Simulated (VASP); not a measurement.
VASP ran on this input.

KPOINTS:
```
Automatic mesh
0
Gamma
7 7 7
0 0 0
```

### INCAR
```
IBRION  =  2   ! conjugate gradients
ALGO  =  Normal   ! blocked Davidson
ISMEAR  =  0
LWAVE  =  .FALSE.
EDIFFG  =  -0.01
ISIF  =  3   ! ions, shape and volume
LMAXMIX  =  4   ! l cut-off of mixed one-centre charges
LREAL  =  .FALSE.   ! projection in real space or not
EDIFF  =  1E-6   ! SCF stop (eV)
LASPH  =  .TRUE.   ! aspherical one-centre terms
ENCUT  =  520
NSW  =  60   ! most ionic steps
PREC  =  Accurate
LCHARG  =  .FALSE.
SIGMA  =  0.05   ! width (eV)
SYSTEM  =  AlAs
IVDW  =  11
NELM  =  100
GGA  =  PE
```

POSCAR:
```
AlAs
1
   -0.0000000000     2.8492419743     2.8492419743
    2.8492419743     0.0000000000     2.8492419743
    2.8492419743     2.8492419743    -0.0000000000
Al As
1 1
Direct
  0.0000000000   0.0000000000   0.0000000000
  0.2500000000   0.2500000000   0.2500000000
```

POTCAR, in this order: Al As (PBE.64 set). Program: vasp_std.

Task: Translate this PBE-D3 (zero damping) calculation to Quantum ESPRESSO's pw.x.

Result: One equivalent input (not run):
```
&CONTROL
  calculation = 'vc-relax'
  pseudo_dir = './pseudo'
  outdir = './out'
  tprnfor = .true.
  tstress = .true.
  nstep = 60
  forc_conv_thr = 0.00039
/
&SYSTEM
  ibrav = 0
  nat = 2
  ntyp = 2
  ecutwfc = 84
  occupations = 'smearing'
  smearing = 'gaussian'
  degauss = 0.003675
  input_dft = 'pbe'
  vdw_corr = 'grimme-d3'
  dftd3_version = 3
  dftd3_threebody = .false.
/
&ELECTRONS
  conv_thr = 7.3e-08
  electron_maxstep = 100
/
&IONS
/
&CELL
/
ATOMIC_SPECIES
  Al 26.982 Al.upf
  As 74.922 As.upf
CELL_PARAMETERS angstrom
    -0.0000000    2.8492420    2.8492420
     2.8492420    0.0000000    2.8492420
     2.8492420    2.8492420   -0.0000000
ATOMIC_POSITIONS crystal
  Al   0.0000000  0.0000000  0.0000000
  As   0.2500000  0.2500000  0.2500000
K_POINTS automatic
  7 7 7 0 0 0
```
What does not carry over: the potentials are each code's own (VASP's PAW set, PseudoDojo norm-conserving files in pw.x), so ENCUT and ecutwfc are chosen apart and not converted; conv_thr bounds pw.x's estimated SCF error, while EDIFF bounds the energy change between steps; forc_conv_thr acts on force components and is met together with etot_conv_thr.

The compound is AlAs in the zinc blende structure. It was relaxed first. The start is the result of an earlier pass.
